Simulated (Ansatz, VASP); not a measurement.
# Ce3GaBr3 in two plane-wave programs

Wanted: the spread between two codes on one cell, functional and k mesh.

Method: plane waves, with VASP 6.6.1 beside it; relaxation of cell and atoms at PBEsol, DFT+U, in Ansatz 0.2.0.

In doubt: warnings of the run leave room for a lower electronic state, so energies may not be the lowest and differences between runs may mislead; a part-filled 4f shell, where there is one, can sit in one of many states, so energies may not be the lowest and differences between runs may mislead; derivatives with an open 4f shell can jump between states, which bears on forces and vibrations.

## 1. Starting point

It takes space group Pm-3m (No. 221, cubic). The conventional cell has a = 6.004 Å, b = 6.004 Å, c = 6.004 Å, α = 90.00°, β = 90.00°, γ = 90.00°. Nearest to Ce lie 4 Br at 3.00 Å and 2 Ga at 3.00 Å. Br has 4 Ce at 3.00 Å nearest. Nearest to Ga lie 6 Ce at 3.00 Å. Farther neighbours and most contacts between anions are not listed.

## 2. VASP: relaxation of cell and atoms, PBEsol, DFT+U

The relaxed volume is the usual yardstick between codes: its relative difference is about their pressure difference at one cell divided by the bulk modulus.

Lines of VASP's logs that name or quote its potential files are left out, and so is its time.

The input, INCAR:

```
SYSTEM = Ce3GaBr3
PREC = Accurate
ENCUT = 360
EDIFF = 1E-06
NELM = 120
ISMEAR = 0
SIGMA = 0.05
LREAL = .FALSE.
ALGO = Normal
GGA = PS
NBANDS = 40
ISPIN = 2
MAGMOM = 1 1 1 0 0 0 0
LDAU = .TRUE.
LDAUTYPE = 2
LDAUL = 3 -1 -1
LDAUU = 8 0 0
LDAUJ = 0 0 0
LDAUPRINT = 1
LASPH = .TRUE.
LMAXMIX = 6
AMIX = 0.2
BMIX = 1E-04
AMIX_MAG = 0.8
BMIX_MAG = 1E-04
LORBIT = 11
LWAVE = .FALSE.
LCHARG = .FALSE.
KPAR = 2
NCORE = 2
IBRION = 2
NSW = 40
ISIF = 3
EDIFFG = -0.02
POTIM = 0.4
```

The input, POSCAR:

```
Ce3GaBr3
1.0
    6.0043000000      0.0000000000      0.0000000000
    0.0000000000      6.0043000000      0.0000000000
    0.0000000000      0.0000000000      6.0043000000
Ce Br Ga
3 3 1
Direct
    0.5000000000      0.0000000000      0.5000000000
    0.0000000000      0.5000000000      0.5000000000
    0.5000000000      0.5000000000      0.0000000000
    0.0000000000      0.0000000000      0.5000000000
    0.0000000000      0.5000000000      0.0000000000
    0.5000000000      0.0000000000      0.0000000000
    0.5000000000      0.5000000000      0.5000000000
```

The input, KPOINTS:

```
Automatic mesh
0
Gamma
3 3 3
0 0 0
```

PAW data sets: Ce, Br and Ga (PBE family, release 64).

Run with:

```
$ mpirun -np 4 vasp_std
```

Numbers of over 12 decimals in the logs are rounded to 6 here.

The log of the run:

```text
[banner, memory and clock lines left out]
running    4 mpi-ranks, on    1 nodes
 distrk:  each k-point on    2 cores,    2 groups
 distr:  one band on    2 cores,    1 groups

 POSCAR found type information on POSCAR CeBrGa
 POSCAR found :  3 types and       7 ions
|                                                                             |
|               ----> ADVICE to this user running VASP <----                  |
|                                                                             |
|     You enforced a specific xc type in the INCAR file but a different       |
|     [... a line on the potential file left out ...]
|     I HOPE YOU KNOW WHAT YOU ARE DOING!                                     |
|                                                                             |

 LDA part: xc-table for (Slater+PW92), standard interpolation
 POSCAR, INCAR and KPOINTS ok, starting setup
 FFT: planning ... GRIDC
 FFT: planning ... GRID_SOFT
 FFT: planning ... GRID
 WAVECAR not read
 entering main loop
       N       E                     dE             d eps       ncg     rms          rms(c)
DAV:   1     0.699164871858E+03    0.69916E+03   -0.18356E+04   640   0.115E+03
DAV:   2     0.171066768173E+03   -0.52810E+03   -0.50688E+03   776   0.317E+02
DAV:   3    -0.154708532815E+02   -0.18654E+03   -0.18043E+03   888   0.173E+02
DAV:   4    -0.318102877372E+02   -0.16339E+02   -0.16147E+02  1112   0.634E+01
DAV:   5    -0.327281598046E+02   -0.91787E+00   -0.90366E+00  1176   0.157E+01    0.160E+01
DAV:   6    -0.272060861378E+02    0.55221E+01   -0.16118E+01  1088   0.159E+01    0.781E+00
DAV:   7    -0.275127665075E+02   -0.30668E+00   -0.14849E+01  1120   0.124E+01    0.107E+01
DAV:   8    -0.276586280264E+02   -0.14586E+00   -0.18896E+00  1152   0.509E+00    0.110E+01
DAV:   9    -0.279521595754E+02   -0.29353E+00   -0.37897E-01  1200   0.210E+00    0.124E+01
DAV:  10    -0.278214623765E+02    0.13070E+00   -0.15316E+01  1128   0.644E+00    0.142E+01
[... 100 further cycles ...]
DAV: 111    -0.282691489527E+02    0.15409E+00   -0.42119E-01   976   0.174E+00    0.625E+00
DAV: 112    -0.283034560326E+02   -0.34307E-01   -0.10208E-01  1080   0.133E+00    0.601E+00
DAV: 113    -0.282981133875E+02    0.53426E-02   -0.78972E-02  1104   0.110E+00    0.515E+00
DAV: 114    -0.283282312666E+02   -0.30118E-01   -0.33276E-01  1064   0.153E+00    0.559E+00
DAV: 115    -0.282897318778E+02    0.38499E-01   -0.21273E-01  1088   0.109E+00    0.512E+00
DAV: 116    -0.282326250818E+02    0.57107E-01   -0.59047E-02   936   0.820E-01    0.340E+00
DAV: 117    -0.282608573157E+02   -0.28232E-01   -0.11275E-01  1032   0.164E+00    0.247E+00
DAV: 118    -0.282908749994E+02   -0.30018E-01   -0.10273E-01  1096   0.153E+00    0.258E+00
DAV: 119    -0.282900920794E+02    0.78292E-03   -0.77754E-02  1064   0.148E+00    0.129E+00
DAV: 120    -0.282960851939E+02   -0.59931E-02   -0.36202E-02  1144   0.810E-01
|                                                                             |
|           W    W    AA    RRRRR   N    N  II  N    N   GGGG   !!!           |
|           W    W   A  A   R    R  NN   N  II  NN   N  G    G  !!!           |
|           W    W  A    A  R    R  N N  N  II  N N  N  G       !!!           |
|           W WW W  AAAAAA  RRRRR   N  N N  II  N  N N  G  GGG   !            |
|           WW  WW  A    A  R   R   N   NN  II  N   NN  G    G                |
|           W    W  A    A  R    R  N    N  II  N    N   GGGG   !!!           |
|                                                                             |
|     The electronic self-consistency was not achieved in the given           |
|     number of steps (NELM). The forces and other quantities evaluated       |
|     might not be reliable so examine the results carefully. If you find     |
|     spurious results, we suggest increasing NELM, if you were close to      |
|     convergence or switching to a different ALGO or adjusting the           |
|     density mixing parameters otherwise.                                    |
|                                                                             |

   1 F= -.28296085E+02 E0= -.28276269E+02  d E =-.282961E+02  mag=     2.4766
[... from here on, the cycles between the ionic steps are left out ...]
  11 F= -.28298007E+02 E0= -.28278516E+02  d E =-.192194E-02  mag=     3.0607
  12 F= -.28298092E+02 E0= -.28278603E+02  d E =-.200700E-02  mag=     3.0602
  13 F= -.28298135E+02 E0= -.28278648E+02  d E =-.204942E-02  mag=     3.0601
  14 F= -.28298156E+02 E0= -.28278670E+02  d E =-.207057E-02  mag=     3.0603
  15 F= -.28298166E+02 E0= -.28278683E+02  d E =-.208103E-02  mag=     3.0571
  16 F= -.28298172E+02 E0= -.28278688E+02  d E =-.208638E-02  mag=     3.0602
  17 F= -.28298174E+02 E0= -.28278691E+02  d E =-.208905E-02  mag=     3.0596
  18 F= -.28298176E+02 E0= -.28278692E+02  d E =-.209051E-02  mag=     3.0591
  19 F= -.28298177E+02 E0= -.28278692E+02  d E =-.209148E-02  mag=     3.0570
  20 F= -.28309784E+02 E0= -.28291108E+02  d E =-.116075E-01  mag=     2.9040
 trial-energy change:   -0.011607  1 .order   -0.010646   -0.014737   -0.006555
 step:   1.1222(harm=  1.4409)  dis= 0.00000  next Energy=   -28.311167 (dE=-0.130E-01)
 bond charge predicted
       N       E                     dE             d eps       ncg     rms          rms(c)
DAV:   1    -0.283506718102E+02   -0.40888E-01   -0.31425E-01   768   0.304E+00    0.162E+00
DAV:   2    -0.283199499166E+02    0.30722E-01   -0.61028E-02   936   0.172E+00    0.792E-01
DAV:   3    -0.283121153331E+02    0.78346E-02   -0.73159E-02   912   0.153E+00    0.155E+00
DAV:   4    -0.283133193093E+02   -0.12040E-02   -0.65648E-02   880   0.161E+00    0.472E-01
DAV:   5    -0.283124104387E+02    0.90887E-03   -0.10285E-02   888   0.599E-01    0.480E-01
DAV:   6    -0.283117960072E+02    0.61443E-03   -0.25766E-03  1000   0.312E-01    0.112E-01
DAV:   7    -0.283117966218E+02   -0.61464E-06   -0.24409E-04   952   0.889E-02    0.124E-01
DAV:   8    -0.283118181592E+02   -0.21537E-04   -0.51300E-04  1176   0.808E-02    0.716E-02
DAV:   9    -0.283118640304E+02   -0.45871E-04   -0.25833E-04  1208   0.561E-02    0.374E-02
DAV:  10    -0.283119774034E+02   -0.11337E-03   -0.57160E-04  1192   0.573E-02    0.363E-02
DAV:  11    -0.283119414778E+02    0.35926E-04   -0.69487E-05   912   0.273E-02    0.388E-02
DAV:  12    -0.283119411947E+02    0.28310E-06   -0.32337E-06   696   0.657E-03
  21 F= -.28311941E+02 E0= -.28293837E+02  d E =-.137645E-01  mag=     2.8379
 curvature:  -0.54 expect dE=-0.414E-04 dE for cont linesearch -0.414E-04
 trial: gam=-0.06026 g(F)=  0.380E-68 g(S)=  0.764E-04 ort = 0.119E-02 (trialstep = 0.864E+00)
 search vector abs. value=  0.317E-06
 reached required accuracy - stopping structural energy minimisation
```

(Part 1 of 3 ends here.)

[Lines on the potential files, build, host, timing and source positions are cut from VASP's logs without a mark.]

[Logs are printed without paths, hosts, clocks, repeated set-up lines and the standing remarks that a program may print on its own settings, such as how far it seeks lower states.]

[Hosts, paths, dates, database ids (printed as entryN), source tags and the programs' standing remarks are cut or masked in the printed files.]
